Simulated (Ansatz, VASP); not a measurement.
**Cd3SbN in VASP and in Ansatz**

File INCAR:

```
PREC = Accurate
ENCUT = 520
EDIFF = 1E-6
ISMEAR = 0
SIGMA = 0.05
LREAL = F
LASPH = T
NELM = 100
ALGO = Normal
ISIF = 2
LWAVE = F
LCHARG = F
GGA = PS
NBANDS = 31
```

File KPOINTS:

```
regular mesh
0
Gamma
  4 4 4
```

The input POSCAR:

```
Cd3SbN
1.0
    4.5847399148      0.0000000000      0.0000000000
    0.0000000000      4.5847399148      0.0000000000
    0.0000000000      0.0000000000      4.5847399148
Sb N Cd
1 1 3
Direct
    0.0000000000      0.0000000000      0.0000000000
    0.5000000000      0.5000000000      0.5000000000
    0.5000000000      0.5000000000      0.0000000000
    0.5000000000      0.0000000000      0.5000000000
    0.0000000000      0.5000000000      0.5000000000
```

Input for Ansatz:

```yaml
crystal:
  lattice:
    - [4.5847399148, 0.0, 0.0]
    - [0.0, 4.5847399148, 0.0]
    - [0.0, 0.0, 4.5847399148]
  atoms:
    - { symbol: Sb, position: [0.0, 0.0, 0.0] }
    - { symbol: "N", position: [0.5, 0.5, 0.5] }
    - { symbol: Cd, position: [0.5, 0.5, 0.0] }
    - { symbol: Cd, position: [0.5, 0.0, 0.5] }
    - { symbol: Cd, position: [0.0, 0.5, 0.5] }
basis:
  ecutwfc: 420
kpoints:
  mp_grid: { grid: [4, 4, 4] }
hamiltonian:
  xc: pbesol
scf:
  occupations: { method: gaussian, width: 0.05 }
output:
  forces: true
  stress: true
  eigenvalues: true
```

The cell comes from a database or a generator and needn't be the stable form of this composition.

Alike in both runs: task single point; functional PBEsol; k mesh 4 × 4 × 4; occupations gaussian, width 0.05 eV; no spin polarisation.

|  | VASP | Ansatz |
| --- | --- | --- |
| version | VASP 6.6.1 | Ansatz 0.2.0 |
| potentials or method | VASP PAW PBE potentials, release 64 (Sb, N, Cd) | scalar-relativistic, plane waves, PAW |
| plane-wave cutoff (eV) | 520 | 420 |
| valence electrons in the cell | 46 | 80 |

```csv
,VASP,Ansatz,Ansatz less VASP
gap on the k mesh at the Fermi level (eV),none,none,-
pressure (GPa),1.6,0.9,-0.79
```

A gap of «none» marks a metal or a gap that the smearing closes. The two sets of potentials don't hold the same shells in valence.

Caveats: the PAW data sets were made with another functional, which shifts forces and pressure a little (VASP). Spin-orbit coupling is left out, which matters for the levels of Sb.
